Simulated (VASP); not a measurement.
```yaml
crystal:
  lattice:
    - [0.00000, 2.99407, 2.99407]
    - [2.99407, 0.00000, 2.99407]
    - [2.99407, 2.99407, 0.00000]
  atoms:
    - { symbol: Li, position: [0.25000, 0.25000, 0.25000] }
    - { symbol: Li, position: [0.75000, 0.75000, 0.75000] }
    - { symbol: Se, position: [0.00000, 0.00000, 0.00000] }
```

All values below come from AM05 GGA, VASP's PBE PAW potentials (set 64) (plane waves; VASP). Numerical set-up: 520 eV cut-off, Gaussian smearing of 0.050 eV, potentials Li_sv Se.

Q: Give the energies of bands 4 to 9 at the high-symmetry points, in eV from the valence-band maximum.

A: 
| band | Γ | X | U | L | W |
|---|---|---|---|---|---|
| 4 | 0.00 | -2.29 | -2.11 | -2.93 | -1.91 |
| 5 | 0.00 | -1.46 | -2.07 | -0.53 | -1.91 |
| 6 | 0.00 | -1.46 | -1.18 | -0.53 | -1.78 |
| 7 | 3.41 | 2.94 | 4.08 | 5.15 | 5.13 |
| 8 | 5.61 | 6.22 | 7.29 | 5.95 | 6.38 |
| 9 | 5.61 | 10.33 | 8.46 | 5.95 | 8.09 |

The gap is indirect, 2.94 eV, from the valence maximum at Γ to the conduction minimum at X.

The compound is Li2Se in the antifluorite structure. It was relaxed first.
